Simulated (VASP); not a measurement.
Consider the following.

```
Ni
1.0
    0.00000     1.75886     1.75886
    1.75886     0.00000     1.75886
    1.75886     1.75886     0.00000
Ni
1
Direct
  0.00000   0.00000   0.00000
```
Starting moments (μB, in the order of the record's atoms Ni): 0.6.

All values below come from PW91 GGA, VASP's PBE PAW potentials (set 64) (plane waves; VASP). Settings: 520 eV cut-off, Gaussian smearing of 0.050 eV, potentials Ni.

**Question.** Give the spin-up energies of bands 1 to 6 at the high-symmetry points, in eV from the Fermi level.

**Answer.** 
```csv
band,Γ,X,U,L,W
1,-8.96,-4.61,-3.93,-4.79,-3.72
2,-2.38,-4.15,-3.67,-2.38,-3.02
3,-2.38,-0.51,-2.06,-2.38,-3.02
4,-2.38,-0.41,-1.06,-0.55,-1.29
5,-1.23,-0.41,-0.67,-0.55,-0.41
6,-1.23,2.49,5.77,-0.23,7.78
```

**Question.** Give the spin-down energies of bands 1 to 6 at the high-symmetry points, in eV from the Fermi level.

**Answer.** 
| band | Γ | X | U | L | W |
|---|---|---|---|---|---|
| 1 | -8.97 | -4.29 | -3.54 | -4.39 | -3.36 |
| 2 | -1.70 | -3.59 | -3.17 | -1.81 | -2.47 |
| 3 | -1.70 | 0.06 | -1.50 | -1.81 | -2.47 |
| 4 | -1.70 | 0.36 | -0.53 | -0.28 | -0.77 |
| 5 | -0.68 | 0.36 | 0.10 | 0.14 | 0.36 |
| 6 | -0.68 | 2.47 | 5.96 | 0.14 | 7.95 |

It has no gap at this level: it comes out as a metal or semimetal.

The compound is Ni in the fcc structure. It was relaxed first.
